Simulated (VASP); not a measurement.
A run of VASP 6.6.1:

The input INCAR:

```
SYSTEM = AgB
ALGO = Fast
EDIFF = 1E-6
EDIFFG = -0.01
ENCUT = 600
GGA = CA
IBRION = 2
ISIF = 3
ISMEAR = -1
LASPH = .TRUE.
LCHARG = .FALSE.
LREAL = .FALSE.
LWAVE = .FALSE.
NELM = 100
NSW = 60
PREC = Accurate
SIGMA = 0.1
```

File KPOINTS:

```
k-points
0
G
  6 6 6
  0 0 0
```

File POSCAR:

```
AgB
1.0
    2.9400160000      0.0000000000      0.0000000000
    0.0000000000      2.9400160000      0.0000000000
    0.0000000000      0.0000000000      2.9400160000
Ag B
1 1
Direct
    0.0000000000      0.0000000000      0.0000000000
    0.5000000000      0.5000000000      0.5000000000
```

Potentials or basis: VASP PAW LDA potentials, release 64 (Ag, B).

Run with:

```bash
$ cat potpaw_LDA.64/Ag/POTCAR potpaw_LDA.64/B/POTCAR > POTCAR
$ mpirun -np 1 vasp_std > vasp.out
```

Hardware: 1 thread of AMD EPYC 7R13 Processor (Zen 3), with other jobs on the host.

Task: How long does it take, and how much memory?

Result: It took 12 s on 1 thread of AMD EPYC 7R13 Processor (Zen 3) (shared host), peak memory 0.11 GiB. Counts: scf iterations 32, k points 20, ion steps 3.
